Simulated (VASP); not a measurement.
These are PBEsol GGA, VASP's PBE PAW potentials (set 64) (plane waves; VASP) values and carry that method's errors.

A VASP calculation is set up with these files.

**INCAR**
```
! general
SYSTEM  = Ag2Ir2
PREC    = Accurate
ENCUT   = 400
LREAL   = .FALSE.
LASPH   = .TRUE.
ICHARG  = 11

! electronic loop
EDIFF   = 1E-7
NELM    = 100
ALGO    = Normal
LMAXMIX = 6

! smearing
ISMEAR  = 0
SIGMA   = 0.05

! functional
GGA     = PS

! output
LWAVE   = .FALSE.
LCHARG  = .FALSE.
LORBIT  = 11
```

KPOINTS:
```
k-points along high-symmetry lines
12
Line-mode
Reciprocal
  0.000000   0.000000   0.000000 ! GAMMA
  0.000000   0.000000  -0.500000 ! T

  0.000000   0.000000  -0.500000 ! T
 -0.328125   0.328125  -0.500000 ! H_2

 -0.343750   0.328125  -0.187500 ! H_0
  0.000000   0.500000   0.500000 ! L

  0.000000   0.500000   0.500000 ! L
  0.000000   0.000000   0.000000 ! GAMMA

  0.000000   0.000000   0.000000 ! GAMMA
 -0.335938   0.335938   0.000000 ! S_0

 -0.335938   0.328125  -0.343750 ! S_2
 -0.500000   0.000000  -1.000000 ! F

 -0.500000   0.000000  -1.000000 ! F
  0.000000   0.000000   0.000000 ! GAMMA
```

File POSCAR:
```
Ag2Ir2
2.7455660
  0.0000000000   0.7071067696   0.7071067696
  0.7071067696   0.0000000000   0.7071067696
  2.8984948546   2.8984948546  -0.0700677762
Ir Ag
2 2
Cart
  0.7290125881   0.7290125881   1.3923077208
  0.7027178952   0.7027178952   0.0043888744
  1.4395480288   1.4395480288  -0.0253344895
  2.8906773090   2.8906773090   1.3519633085
```

POTCAR, in this order: Ir Ag (PBE.64 set). Program: vasp_std. Read from the step before: CHGCAR.

The resulting files:

OSZICAR:
```
       N       E                     dE             d eps       ncg     rms          rms(c)
DAV:   1     0.293192828512E+03    0.29319E+03   -0.17194E+04  4040   0.135E+03
DAV:   2    -0.171710354942E+02   -0.31036E+03   -0.29857E+03  4176   0.392E+02
DAV:   3    -0.293056737203E+02   -0.12135E+02   -0.11809E+02  5000   0.788E+01
DAV:   4    -0.295336897031E+02   -0.22802E+00   -0.22714E+00  4216   0.118E+01
DAV:   5    -0.295389860232E+02   -0.52963E-02   -0.52958E-02  4872   0.165E+00
DAV:   6    -0.295391555594E+02   -0.16954E-03   -0.16953E-03  4640   0.288E-01
DAV:   7    -0.295391618092E+02   -0.62498E-05   -0.62493E-05  5064   0.527E-02
DAV:   8    -0.295391621101E+02   -0.30086E-06   -0.30067E-06  4128   0.108E-02
DAV:   9    -0.295391621231E+02   -0.13002E-07   -0.13053E-07  3056   0.222E-03
   1 F= -.29539162E+02 E0= -.29537903E+02  d E =-.251796E-02
```

### OUTCAR
```
 val. band max:        9.2794880720   @ k =  -0.2812   0.3594  -0.0625

 cond. band min:       9.2841449824   @ k =  -0.3182   0.0000  -0.6364



 k-point     1 :       0.0000    0.0000    0.0000
  band No.  band energies     occupation
      1      -0.6046      2.00000
      2       1.4042      2.00000
      3       2.0009      2.00000
      4       2.4145      2.00000
      5       4.1915      2.00000
      6       4.4968      2.00000
      7       4.4968      2.00000
      8       4.5646      2.00000
      9       4.5646      2.00000
     10       4.7049      2.00000
     11       5.5167      2.00000
     12       5.5167      2.00000
     13       5.7892      2.00000
     14       5.7892      2.00000
     15       5.9099      2.00000
     16       6.2382      2.00000
     17       6.2382      2.00000
     18       6.3294      2.00000
     19       6.3294      2.00000
     20       8.3545      2.00000
     21       8.3545      2.00000
     22       8.5836      2.00000
     23       9.7855      0.00000
     24       9.7855      0.00000

 k-point     2 :       0.0000    0.0000   -0.0455
  band No.  band energies     occupation
      1      -0.6027      2.00000
      2       1.3957      2.00000
      3       2.0018      2.00000
      4       2.4169      2.00000
      5       4.1869      2.00000
      6       4.4969      2.00000
      7       4.4969      2.00000
      8       4.5647      2.00000
      9       4.5647      2.00000
     10       4.7208      2.00000
     11       5.5171      2.00000
     12       5.5171      2.00000
     13       5.7883      2.00000
     14       5.7883      2.00000
     15       5.9132      2.00000
     16       6.2294      2.00000
     17       6.2294      2.00000
     18       6.3386      2.00000
     19       6.3386      2.00000
     20       8.3546      2.00000
     21       8.3546      2.00000
     22       8.5594      2.00000
     23       9.7851      0.00000
     24       9.7851      0.00000

...
```

The density is held fixed in this step, so its total energy and stress have no physical meaning. Unless said otherwise, spin-orbit coupling is left out, though it shifts the bands of the heavy elements here.

The structure was generated: Ag2Ir2 was put into an ordered model structure (R-3m), which need not be its known phase. It was relaxed first.
